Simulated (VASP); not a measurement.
Given:

```xyz
4
Lattice="1.2564 -2.1762 0.0000 1.2564 2.1762 0.0000 0.0000 0.0000 7.6483" Properties=species:S:1:pos:R:3 pbc="T T T"
B      1.2564     0.7254     1.9121
B      1.2564    -0.7254     5.7362
N      1.2564    -0.7254     1.9121
N      1.2564     0.7254     5.7362
```

Method: PBE GGA, VASP's PBE PAW potentials (set 64) (plane waves; VASP 6.6.1). Run with 520 eV cut-off, 10×10×3 Γ-centred mesh, Gaussian smearing of 0.010 eV, potentials B N.

Without a dispersion term in the relaxation, distances and binding between the weakly bound layers, chains or molecules are unreliable, and so is what depends on them.

Q: Give the electronic dielectric tensor ε∞ (DFPT, local fields included).

A: 
```
4.30  0.00  0.00
0.00  4.30  0.00
0.00  0.00  2.20
```

Q: Give the Born effective charges.

A: 
| atom | Z*xx | Z*yy | Z*zz | mean |
|---|---|---|---|---|
| B1 | 2.71 | 2.71 | 0.55 | 1.99 |
| B2 | 2.71 | 2.71 | 0.55 | 1.99 |
| N3 | -2.71 | -2.71 | -0.55 | -1.99 |
| N4 | -2.71 | -2.71 | -0.55 | -1.99 |

Q: And the static tensor with the ions free?

A: 
```
5.88  0.00  0.00
0.00  5.88  0.00
0.00  0.00  2.40
```

Q: Which frequencies do the optical Γ-point modes have (no LO-TO splitting)?

A: 19 (×2), 54, 769, 801, 1338 (×2), 1338 (×2) cm⁻¹.

The compound is BN in the hex structure. It was relaxed first, which changed the volume by +16 %.
